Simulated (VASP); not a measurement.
Level of theory: LDA (Ceperley-Alder, Perdew-Zunger), VASP's LDA PAW potentials (set 64) (plane waves; VASP 6.6.1).

VASP ran on this input.

POSCAR:
```
MoS2
1
    1.5432863976    -2.6730500903     0.0000000000
    1.5432863976     2.6730500903     0.0000000000
    0.0000000000     0.0000000000    11.4840300322
Mo S
2 4
Direct
  0.3333330000   0.6666670000   0.2500000000
  0.6666670000   0.3333330000   0.7500000000
  0.3333330000   0.6666670000   0.8856828347
  0.6666670000   0.3333330000   0.3856828347
  0.6666670000   0.3333330000   0.1143171653
  0.3333330000   0.6666670000   0.6143171653
```

### KPOINTS
```
Regular mesh
0
Gamma
8 8 2
```

INCAR:
```
SYSTEM = MoS2
PREC = Accurate
ENCUT = 500
EDIFF = 1E-6
NELM = 100
ALGO = Normal
LREAL = .FALSE.
LASPH = .TRUE.
ISMEAR = 0
SIGMA = 0.05
LMAXMIX = 4
LWAVE = .FALSE.
LCHARG = .FALSE.
IBRION = 2
ISIF = 3
NSW = 40
EDIFFG = -0.02
PSTRESS = 100
```

POTCAR, in this order: Mo_sv S (LDA.64 set). Program: vasp_std.

What VASP printed:

OSZICAR:
```
...
DAV:  11    -0.488542283131E+02   -0.21858E-04   -0.27538E-03  1525   0.292E-01    0.157E-01
DAV:  12    -0.488542131837E+02    0.15129E-04   -0.19955E-04  1430   0.718E-02    0.831E-02
DAV:  13    -0.488541897454E+02    0.23438E-04   -0.16181E-04  1624   0.724E-02    0.212E-02
DAV:  14    -0.488541901292E+02   -0.38388E-06   -0.18867E-05  1545   0.279E-02    0.167E-02
DAV:  15    -0.488541893624E+02    0.76681E-06   -0.16602E-06  1085   0.849E-03
   1 F= -.42940379E+02 E0= -.42940379E+02  d E =-.429404E+02
       N       E                     dE             d eps       ncg     rms          rms(c)
DAV:   1    -0.507304591035E+02   -0.18763E+01   -0.62891E+01  1310   0.671E+01    0.250E+01
DAV:   2    -0.486879579646E+02    0.20425E+01   -0.10642E+01  1415   0.246E+01    0.507E+00
DAV:   3    -0.483810718937E+02    0.30689E+00   -0.14895E+00  1305   0.603E+00    0.210E+00
DAV:   4    -0.483308426891E+02    0.50229E-01   -0.32185E-01  1353   0.400E+00    0.201E+00
DAV:   5    -0.483330827779E+02   -0.22401E-02   -0.27333E-02  1599   0.106E+00    0.156E+00
DAV:   6    -0.483314540353E+02    0.16287E-02   -0.24168E-02  1389   0.716E-01    0.243E-01
DAV:   7    -0.483312793919E+02    0.17464E-03   -0.50511E-03  1458   0.508E-01    0.606E-02
DAV:   8    -0.483312633367E+02    0.16055E-04   -0.11898E-04  1450   0.713E-02    0.546E-02
DAV:   9    -0.483312556767E+02    0.76600E-05   -0.19136E-05  1474   0.318E-02    0.189E-02
DAV:  10    -0.483312538577E+02    0.18190E-05   -0.78377E-06  1354   0.143E-02    0.739E-03
DAV:  11    -0.483312536056E+02    0.25215E-06   -0.85475E-07   851   0.685E-03
   2 F= -.42826432E+02 E0= -.42826432E+02  d E =0.113947E+00
       N       E                     dE             d eps       ncg     rms          rms(c)
DAV:   1    -0.499095986676E+02   -0.15783E+01   -0.29126E+01  1303   0.462E+01    0.138E+01
DAV:   2    -0.490369299438E+02    0.87267E+00   -0.79876E+00  1437   0.198E+01    0.402E+00
DAV:   3    -0.487828252738E+02    0.25410E+00   -0.16557E+00  1326   0.631E+00    0.241E+00
DAV:   4    -0.487533690021E+02    0.29456E-01   -0.20044E-01  1303   0.296E+00    0.596E-01
DAV:   5    -0.487516825282E+02    0.16865E-02   -0.31828E-02  1532   0.106E+00    0.737E-01
DAV:   6    -0.487523479886E+02   -0.66546E-03   -0.62544E-03  1452   0.403E-01    0.194E-01
DAV:   7    -0.487523258291E+02    0.22159E-04   -0.68110E-04  1366   0.195E-01    0.147E-01
DAV:   8    -0.487523253166E+02    0.51249E-06   -0.15047E-04  1503   0.704E-02    0.502E-02
DAV:   9    -0.487523188979E+02    0.64187E-05   -0.24704E-05  1261   0.230E-02    0.265E-02
DAV:  10    -0.487523186722E+02    0.22574E-06   -0.65015E-07   837   0.492E-03
   3 F= -.42975538E+02 E0= -.42975538E+02  d E =-.351583E-01
       N       E                     dE             d eps       ncg     rms          rms(c)
DAV:   1    -0.487595283016E+02   -0.72094E-02   -0.24075E+00  1324   0.106E+01    0.204E+00
DAV:   2    -0.487236244086E+02    0.35904E-01   -0.25460E-01  1388   0.356E+00    0.988E-01
DAV:   3    -0.487171831381E+02    0.64413E-02   -0.22296E-02  1530   0.739E-01    0.441E-01
DAV:   4    -0.487159483167E+02    0.12348E-02   -0.67125E-03  1338   0.556E-01    0.489E-01
DAV:   5    -0.487158951048E+02    0.53212E-04   -0.56402E-04  1521   0.125E-01    0.109E-01
DAV:   6    -0.487158347783E+02    0.60327E-04   -0.49049E-04  1494   0.112E-01    0.379E-02
DAV:   7    -0.487158331842E+02    0.15941E-05   -0.36105E-05  1515   0.342E-02    0.126E-02
DAV:   8    -0.487158331276E+02    0.56622E-07   -0.42020E-06  1306   0.996E-03
   4 F= -.42993910E+02 E0= -.42993910E+02  d E =-.183719E-01
       N       E                     dE             d eps       ncg     rms          rms(c)
DAV:   1    -0.487027710682E+02    0.13062E-01   -0.37119E-01  1324   0.415E+00    0.804E-01
DAV:   2    -0.486972497816E+02    0.55213E-02   -0.40365E-02  1402   0.141E+00    0.396E-01
DAV:   3    -0.486962180769E+02    0.10317E-02   -0.36126E-03  1536   0.297E-01    0.171E-01
DAV:   4    -0.486960210379E+02    0.19704E-03   -0.10938E-03  1338   0.224E-01    0.191E-01
DAV:   5    -0.486960155955E+02    0.54424E-05   -0.76805E-05  1506   0.467E-02    0.494E-02
DAV:   6    -0.486960052210E+02    0.10374E-04   -0.86286E-05  1509   0.456E-02    0.151E-02
DAV:   7    -0.486960048993E+02    0.32177E-06   -0.63379E-06  1274   0.147E-02
   5 F= -.42995479E+02 E0= -.42995479E+02  d E =-.199416E-01
       N       E                     dE             d eps       ncg     rms          rms(c)
DAV:   1    -0.487205096169E+02   -0.24504E-01   -0.21374E+00  1248   0.992E+00    0.185E+00
DAV:   2    -0.486845092667E+02    0.36000E-01   -0.38265E-01  1448   0.392E+00    0.135E+00
DAV:   3    -0.486740677913E+02    0.10441E-01   -0.39106E-02  1411   0.113E+00    0.373E-01
DAV:   4    -0.486719737042E+02    0.20941E-02   -0.10182E-02  1466   0.531E-01    0.186E-01
DAV:   5    -0.486719443818E+02    0.29322E-04   -0.57353E-04  1581   0.157E-01    0.157E-01
DAV:   6    -0.486719489220E+02   -0.45402E-05   -0.17144E-04  1387   0.629E-02    0.479E-02
DAV:   7    -0.486719261083E+02    0.22814E-04   -0.84348E-05  1526   0.450E-02    0.161E-02
DAV:   8    -0.486719256082E+02    0.50009E-06   -0.54994E-06  1294   0.118E-02
   6 F= -.43003773E+02 E0= -.43003773E+02  d E =-.829391E-02
       N       E                     dE             d eps       ncg     rms          rms(c)
DAV:   1    -0.486713249364E+02    0.60117E-03   -0.76983E-01  1248   0.598E+00    0.112E+00
DAV:   2    -0.486583955069E+02    0.12929E-01   -0.13971E-01  1456   0.238E+00    0.814E-01
DAV:   3    -0.486545632839E+02    0.38322E-02   -0.14074E-02  1418   0.682E-01    0.227E-01
DAV:   4    -0.486537998032E+02    0.76348E-03   -0.38286E-03  1487   0.325E-01    0.112E-01
DAV:   5    -0.486537904588E+02    0.93444E-05   -0.19757E-04  1566   0.925E-02    0.944E-02
DAV:   6    -0.486537946148E+02   -0.41560E-05   -0.65265E-05  1408   0.385E-02    0.306E-02
DAV:   7    -0.486537853741E+02    0.92408E-05   -0.30667E-05  1470   0.276E-02    0.108E-02
DAV:   8    -0.486537851239E+02    0.25019E-06   -0.24066E-06  1018   0.777E-03
   7 F= -.43005128E+02 E0= -.43005128E+02  d E =-.964871E-02
       N       E                     dE             d eps       ncg     rms          rms(c)
DAV:   1    -0.487041403668E+02   -0.50355E-01   -0.58138E-01  1282   0.618E+00    0.200E+00
DAV:   2    -0.486906700468E+02    0.13470E-01   -0.84607E-02  1417   0.211E+00    0.372E-01
DAV:   3    -0.486878594032E+02    0.28106E-02   -0.21971E-02  1370   0.699E-01    0.356E-01
DAV:   4    -0.486871271180E+02    0.73229E-03   -0.36111E-03  1422   0.409E-01    0.805E-02
DAV:   5    -0.486871225755E+02    0.45425E-05   -0.70850E-04  1645   0.154E-01    0.107E-01
DAV:   6    -0.486871170248E+02    0.55507E-05   -0.12489E-04  1446   0.590E-02    0.372E-02
DAV:   7    -0.486871180323E+02   -0.10075E-05   -0.25214E-05  1394   0.339E-02    0.158E-02
DAV:   8    -0.486871178572E+02    0.17511E-06   -0.18376E-06   919   0.720E-03
   8 F= -.43003401E+02 E0= -.43003401E+02  d E =0.172702E-02
       N       E                     dE             d eps       ncg     rms          rms(c)
DAV:   1    -0.486727381914E+02    0.14380E-01   -0.29803E-01  1282   0.441E+00    0.147E+00
DAV:   2    -0.486657844621E+02    0.69537E-02   -0.42193E-02  1409   0.150E+00    0.258E-01
DAV:   3    -0.486643774427E+02    0.14070E-02   -0.10335E-02  1369   0.483E-01    0.242E-01
DAV:   4    -0.486640303203E+02    0.34712E-03   -0.17531E-03  1415   0.287E-01    0.610E-02
DAV:   5    -0.486640292707E+02    0.10496E-05   -0.33054E-04  1613   0.107E-01    0.812E-02
DAV:   6    -0.486640253784E+02    0.38924E-05   -0.70339E-05  1438   0.433E-02    0.264E-02
DAV:   7    -0.486640257847E+02   -0.40639E-06   -0.13337E-05  1366   0.250E-02    0.103E-02
DAV:   8    -0.486640256892E+02    0.95503E-07   -0.95869E-07   767   0.532E-03
   9 F= -.43005449E+02 E0= -.43005449E+02  d E =-.320664E-03
```

File OUTCAR:
```
------------------------ aborting loop because EDIFF is reached ----------------------------------------
  FORCE on cell =-STRESS in cart. coord.  units (eV):
  Direction    XX          YY          ZZ          XY          YZ          ZX
  --------------------------------------------------------------------------------------
  Total        5.6888224      5.6888203      5.6315803      0.0000000      0.0000000      0.0000000
  in kB      100.5345066    100.5344685     99.5229073      0.0000000      0.0000000      0.0000000
  external PRESSURE =       0.1972941 kB  Pullay stress =     100.0000000 kB
  volume of cell :       90.66
      direct lattice vectors                 reciprocal lattice vectors
     1.526363928 -2.643739372 -0.000000000     0.327575876 -0.189126056 -0.000000000
     1.526363928  2.643739372 -0.000000000     0.327575876  0.189126056  0.000000000
    -0.000000000 -0.000000000 11.233396352     0.000000000  0.000000000  0.089020272
 POSITION                                       TOTAL-FORCE (eV/Angst)
 -----------------------------------------------------------------------------------
      1.52636      0.88125      2.80835         0.000000      0.000000      0.000000
      1.52636     -0.88125      8.42505        -0.000000     -0.000000      0.000000
      1.52636      0.88125      9.98801        -0.000000     -0.000000     -0.012480
      1.52636     -0.88125      4.37131        -0.000000      0.000000     -0.012480
      1.52636     -0.88125      1.24538        -0.000000     -0.000000      0.012480
      1.52636      0.88125      6.86208         0.000000      0.000000      0.012480
 -----------------------------------------------------------------------------------
    total drift:                               -0.000185      0.001491     -0.000030
  FREE ENERGIE OF THE ION-ELECTRON SYSTEM (eV)
  ---------------------------------------------------
  free  energy   TOTEN  =       -48.6640256892 eV

  energy  without entropy=      -48.6640256775  energy(sigma->0) =      -48.66402568
  enthalpy is  TOTEN    =       -43.0054487093 eV   P V=        5.6585769799

 reached required accuracy - stopping structural energy minimisation
```
(Selected blocks of OUTCAR.)

### CONTCAR
```
MoS2
   1.00000000000000
     1.5263639275736665   -2.6437393718747022   -0.0000000000000000
     1.5263639275736665    2.6437393718747022   -0.0000000000000000
    -0.0000000000000000   -0.0000000000000000   11.2333963523695228
  Mo              S
     2     4
Direct
     0.3333330000000032    0.6666669999999968    0.2500000000000000
     0.6666669999999968    0.3333330000000032    0.7500000000000000
     0.3333330000000032    0.6666669999999968    0.8891355891014756
     0.6666669999999968    0.3333330000000032    0.3891355891014756
     0.6666669999999968    0.3333330000000032    0.1108644108985244
     0.3333330000000032    0.6666669999999968    0.6108644108985244
```

Energy and stress use the plane-wave basis of the starting cell.

The compound is MoS2 in the 2H layered structure. This run relaxes it under an external pressure of 10 GPa. Symmetry was kept, so distortions that lower it aren't found.
